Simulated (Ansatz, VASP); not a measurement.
# Cross-check of CaHBr between VASP and Ansatz

One calculation is typed for both programs; each brings its own data sets. How far apart do they land? The cell is taken from a series of runs on this material, whose earlier steps may have relaxed, scaled, displaced or heated it; both programs get it as it stands.

Program: Ansatz 0.2.0. Level of theory: plane waves, with VASP 6.6.1 beside it; G0W0 gap at PBEsol. Results are calculated unless marked as measured.

### Step 1. The starting structure

The cell holds 6 atoms: 2 Br, 2 Ca and 2 H. Its edges and angles: a = 3.730 Å, b = 3.730 Å, c = 33.700 Å, α = 90.0°, β = 90.0°, γ = 90.0°. It derives from CaHBr. Vacuum lies along c.

### Step 2. VASP: G0W0 gap, PBEsol

Quasiparticle shifts depend on high empty states and on the cores, so they are the hardest test of two PAW sets.

Lines of VASP's logs that name or quote its potential files are left out, and so is its time.

The run reads the wave functions of an earlier VASP run, which isn't shown here.

INCAR reads:

```
SYSTEM = CaHBr
PREC = Accurate
ENCUT = 320
ISMEAR = 0
SIGMA = 0.01
LREAL = .FALSE.
GGA = PS
NBANDS = 575
ALGO = EVGW0
NELMGW = 1
ENCUTGW = 65
NOMEGA = 64
PRECFOCK = Fast
NBANDSGW = 26
LWAVE = .FALSE.
LCHARG = .FALSE.
```

POSCAR reads:

```
CaHBr
1.0
    3.7301671325      0.0000000000      0.0000000000
    0.0000000000      3.7301671325      0.0000000000
    0.0000000000      0.0000000000     33.7000000000
Br Ca H
2 2 2
Direct
    0.0000000000      0.5000000000      0.4221900662
    0.5000000000      0.0000000000      0.5778099338
    0.5000000000      0.0000000000      0.4620996269
    0.0000000000      0.5000000000      0.5379003731
    0.5000000000      0.5000000000      0.5000000000
    0.0000000000      0.0000000000      0.5000000000
```

KPOINTS reads:

```
Automatic mesh
0
Gamma
4 4 1
0 0 0
```

The projector-augmented-wave data sets are Br_GW, Ca_sv_GW and H_GW (PBE family, release 64).

The run is started by

```console
export OMP_NUM_THREADS=3
mpirun -np 1 vasp_std
```

Numbers of over 12 decimals in the logs are rounded to 6 here.

What it wrote:

```text
[banner, memory and clock lines left out]
running    1 mpi-ranks, on    1 nodes
 distrk:  each k-point on    1 cores,    1 groups
 distr:  one band on    1 cores,    1 groups
 Offloading initialized ...    1 GPUs detected
 POSCAR found type information on POSCAR BrCaH
 POSCAR found :  3 types and       6 ions
|                                                                             |
|               ----> ADVICE to this user running VASP <----                  |
|                                                                             |
|     You enforced a specific xc type in the INCAR file but a different       |
|     [... a line on the potential file left out ...]
|     I HOPE YOU KNOW WHAT YOU ARE DOING!                                     |
|                                                                             |

|                                                                             |
|           W    W    AA    RRRRR   N    N  II  N    N   GGGG   !!!           |
|           W    W   A  A   R    R  NN   N  II  NN   N  G    G  !!!           |
|           W    W  A    A  R    R  N N  N  II  N N  N  G       !!!           |
|           W WW W  AAAAAA  RRRRR   N  N N  II  N  N N  G  GGG   !            |
|           WW  WW  A    A  R   R   N   NN  II  N   NN  G    G                |
|           W    W  A    A  R    R  N    N  II  N    N   GGGG   !!!           |
|                                                                             |
|     The default for ENCUTGWSOFT is different in this version of VASP.       |
|     please manually set ENCUTGWSOFT =65 in the INCAR file.                  |
|                                                                             |

 LDA part: xc-table for (Slater+PW92), standard interpolation
 found WAVECAR, reading the header
 POSCAR, INCAR and KPOINTS ok, starting setup
 FFT: planning ... GRIDC
 FFT: planning ... GRID_SOFT
 FFT: planning ... GRID
 reading WAVECAR
 the WAVECAR file was read successfully
 initial charge from wavefunction
 available memory per node:   1638.64 GB, setting MAXMEM to   1677968

 The Fermi energy was updated, please check that it is located mid-gap
 values below the HOMO (VB) or above the LUMO (CB) will cause erroneous energies
 E-fermi :  -2.5882

 calculate exact exchange contribution
 the WAVEDER file was read successfully
energies w=
    0.000    0.000    0.986    0.000    1.969    0.000    2.948    0.000
    3.921    0.000    4.887    0.000    5.843    0.000    6.789    0.000
    7.723    0.000    8.646    0.000    9.556    0.000   10.455    0.000
   11.341    0.000   12.215    0.000   13.079    0.000   13.932    0.000
   14.776    0.000   15.613    0.000   16.442    0.000   17.266    0.000
   18.086    0.000   18.904    0.000   19.721    0.000   20.539    0.000
   21.359    0.000   22.184    0.000   23.016    0.000   23.856    0.000
   24.707    0.000   25.572    0.000   26.453    0.000   27.353    0.000
   28.275    0.000   29.222    0.000   30.199    0.000   31.209    0.000
   32.256    0.000   33.347    0.000   34.487    0.000   35.682    0.000
   36.941    0.000   38.270    0.000   39.682    0.000   41.187    0.000
   42.799    0.000   44.533    0.000   46.409    0.000   48.450    0.000
   50.683    0.000   53.142    0.000   55.867    0.000   58.910    0.000
   62.334    0.000   66.223    0.000   70.682    0.000   75.852    0.000
   81.921    0.000   89.151    0.000   97.909    0.000  108.737    0.000
  122.459    0.000  140.401    0.000  164.832    0.000  200.000    0.000
 responsefunction array rank=     609
 LDA part: xc-table for (Slater+PW92), standard interpolation

 min. memory requirement per mpi rank   1886.8 MB, per node   1886.8 MB

 allocating  64 responsefunctions rank=   609
 shmem allocating  64 responsefunctions rank=   609
 response function shared by NCSHMEM nodes    1
 Doing            64  frequencies on each core in blocks of            64
NQ=   1    0.0000    0.0000    0.0000,
|.........|.........|.........|.........|.........|.........|.........|.........
 performed        500000 updates of chi_q(r,r)
 total number of BLAS operations       1484.21 Gflops
NQ=   2    0.2500    0.0000    0.0000,
|.........|.........|.........|.........|.........|.........|.........|.........
 performed       1299000 updates of chi_q(r,r)
 total number of BLAS operations       3554.29 Gflops
NQ=   3    0.5000    0.0000    0.0000,
|.........|.........|.........|.........|.........|.........|.........|.........
 performed       1918000 updates of chi_q(r,r)
 total number of BLAS operations       4936.69 Gflops
NQ=   4    0.2500    0.2500    0.0000,
|.........|.........|.........|.........|.........|.........|.........|.........
 performed       2717000 updates of chi_q(r,r)
 total number of BLAS operations       6891.99 Gflops
NQ=   5    0.5000    0.2500    0.0000,
|.........|.........|.........|.........|.........|.........|.........|.........
 performed       3516000 updates of chi_q(r,r)
 total number of BLAS operations       8826.13 Gflops
NQ=   6    0.5000    0.5000    0.0000,
|.........|.........|.........|.........|.........|.........|.........|.........
 performed       4016000 updates of chi_q(r,r)
 total number of BLAS operations       9941.78 Gflops
 resolving degeneracies of screened two electron integrals

 calculate QP shifts <psi_nk| G(iteration)W_0 |psi_nk>: iteration 1
 entering main loop
```

From OUTCAR (step 2):

```text
ion  position               nearest neighbor table
   1  0.000  0.500  0.422-   3 2.96   3 2.96   3 2.96   3 2.96
   2  0.500  0.000  0.578-   4 2.96   4 2.96   4 2.96   4 2.96
   3  0.500  0.000  0.462-   5 2.26   6 2.26   5 2.26   6 2.26   1 2.96   1 2.96   1 2.96   1 2.96

  LATTYP: Found a simple tetragonal cell.
 ALAT       =     3.7301671325
 C/A-ratio  =     9.0344477346

 Subroutine GETGRP returns: Found 16 space group operations
 (whereof  8 operations were pure point group operations)

The static configuration has the point symmetry D_2d.
 The point group associated with its full space group is D_4h.

 Found      6 irreducible k-points:

   k-points           NKPTS =      6   k-points in BZ     NKDIM =     16   number of bands    NBANDS=    575

   dimension x,y,z NGX =    24 NGY =   24 NGZ =  200
   dimension x,y,z NGXF=    48 NGYF=   48 NGZF=  400

   ENCUT  =  320.0 eV  23.52 Ry    4.85 a.u.   5.44  5.44 49.15*2*pi/ulx,y,z

   NELECT =      36.0000    total number of electrons

  energy-cutoff  :      320.00
  volume of cell :      468.91
      direct lattice vectors                 reciprocal lattice vectors
     3.730167133  0.000000000  0.000000000     0.268084503  0.000000000  0.000000000
     0.000000000  3.730167133  0.000000000     0.000000000  0.268084503  0.000000000
     0.000000000  0.000000000 33.700000000     0.000000000  0.000000000  0.029673591

 k-points in reciprocal lattice and weights: Automatic mesh
   0.00000000  0.00000000  0.00000000       0.063
   0.25000000  0.00000000  0.00000000       0.250
   0.50000000  0.00000000  0.00000000       0.125
   0.25000000  0.25000000  0.00000000       0.250
   0.50000000  0.25000000  0.00000000       0.250
   0.50000000  0.50000000  0.00000000       0.063

 E-fermi :  -2.5882

 QP shifts <psi_nk| G(iteration)W_0 |psi_nk>: iteration 1
 for sc-GW calculations column KS-energies equals QP-energies in previous step
 and V_xc(KS)=  KS-energies - (<T + V_ion + V_H > + <T+V_H+V_ion>^1  + <V_x>^1)
 k-point   1 :       0.0000    0.0000    0.0000
  band No.  KS-energies  QP-energies   sigma(KS)   V_xc(KS)     V^pw_x(r,r')   Z            occupation Imag(sigma)
    ...
     15      -5.3807      -6.9266     -14.9366     -13.0339     -16.6378       0.8125       2.0000       0.0983
     16      -5.3807      -6.9266     -14.9366     -13.0339     -16.6378       0.8125       2.0000       0.0983
     17      -5.1393      -6.7339     -13.9519     -11.9754     -15.5835       0.8068       2.0000       0.1002
     18      -4.6175      -5.9438     -13.1555     -11.5128     -14.2839       0.8074       2.0000       0.0789
     19      -0.5589       1.4928      -9.2577     -11.7443      -5.9572       0.8251       0.0000      -0.1013
     20       0.1694       1.6792      -7.4800      -9.2728      -4.5790       0.8421       0.0000      -0.0932
     21       0.8165       2.5366      -8.0399     -10.1152      -4.7984       0.8289       0.0000      -0.1170
     22       1.0075       2.1595      -6.1777      -7.5265      -3.5717       0.8541       0.0000      -0.0931
    ...

 k-point   2 :       0.2500    0.0000    0.0000
  band No.  KS-energies  QP-energies   sigma(KS)   V_xc(KS)     V^pw_x(r,r')   Z            occupation Imag(sigma)
    ...
     15      -5.3830      -6.9019     -14.9039     -13.0299     -16.5710       0.8106       2.0000       0.0973
     16      -5.3607      -6.8934     -14.9335     -13.0534     -16.6104       0.8152       2.0000       0.0972
     17      -4.9707      -6.5470     -14.2621     -12.3176     -15.9125       0.8106       2.0000       0.0979
     18      -4.7828      -6.2292     -13.4446     -11.6493     -14.8203       0.8056       2.0000       0.0885
     19       0.0470       2.1569      -9.3731     -11.9441      -5.9961       0.8207       0.0000      -0.1115
     20       0.0811       2.1266      -9.1109     -11.5974      -5.7448       0.8227       0.0000      -0.1103
     21       0.7235       3.1623     -10.1975     -13.2055      -6.5441       0.8108       0.0000      -0.1250
     22       0.8356       2.7675      -8.7955     -11.1385      -5.4440       0.8245       0.0000      -0.1148
    ...

 k-point   3 :       0.5000    0.0000    0.0000
  band No.  KS-energies  QP-energies   sigma(KS)   V_xc(KS)     V^pw_x(r,r')   Z            occupation Imag(sigma)
    ...
     15      -5.3616      -6.8655     -14.8964     -13.0478     -16.5350       0.8135       2.0000       0.0960
     16      -5.3616      -6.8655     -14.8964     -13.0478     -16.5350       0.8135       2.0000       0.0960
     17      -5.1188      -6.6649     -13.9393     -12.0169     -15.5560       0.8043       2.0000       0.1005
     18      -5.1188      -6.6649     -13.9393     -12.0169     -15.5560       0.8043       2.0000       0.1005
     19       0.0593       2.1362      -9.0039     -11.5362      -5.5596       0.8202       0.0000      -0.1150
     20       0.0593       2.1362      -9.0039     -11.5362      -5.5596       0.8202       0.0000      -0.1150
     21       1.1570       3.6743     -10.4770     -13.6103      -6.7648       0.8034       0.0000      -0.1333
     22       1.1570       3.6743     -10.4770     -13.6103      -6.7648       0.8034       0.0000      -0.1333
    ...

 k-point   4 :       0.2500    0.2500    0.0000
  band No.  KS-energies  QP-energies   sigma(KS)   V_xc(KS)     V^pw_x(r,r')   Z            occupation Imag(sigma)
    ...
     15      -6.4232      -8.0630     -14.3931     -12.3430     -16.2125       0.7999       2.0000       0.1208
     16      -6.1653      -7.7943     -14.1569     -12.1121     -15.9843       0.7967       2.0000       0.1284
     17      -5.0100      -6.5494     -14.3009     -12.3936     -15.9427       0.8071       2.0000       0.0987
     18      -5.0009      -6.4879     -13.4935     -11.6393     -14.9990       0.8020       2.0000       0.0964
     19       0.1828       2.2193      -9.3448     -11.8313      -6.0212       0.8190       0.0000      -0.1094
     20       0.5474       2.6034      -8.7604     -11.2672      -5.2776       0.8202       0.0000      -0.1216
     21       0.8690       3.0097      -9.1511     -11.7768      -5.6199       0.8153       0.0000      -0.1284
     22       1.1237       3.4882     -10.2168     -13.1552      -6.5331       0.8047       0.0000      -0.1353
    ...

[... 2 further parts left out ...]
```

(Continued in part 2 of 2.)

[Lines on the potential files, build, host, timing and source positions are cut from VASP's logs without a mark.]

[Logs are printed without paths, hosts, clocks, repeated set-up lines and the standing remarks that a program may print on its own settings, such as how far it seeks lower states.]

[Hosts, paths, dates, database ids (printed as entryN), source tags and the programs' standing remarks are cut or masked in the printed files.]
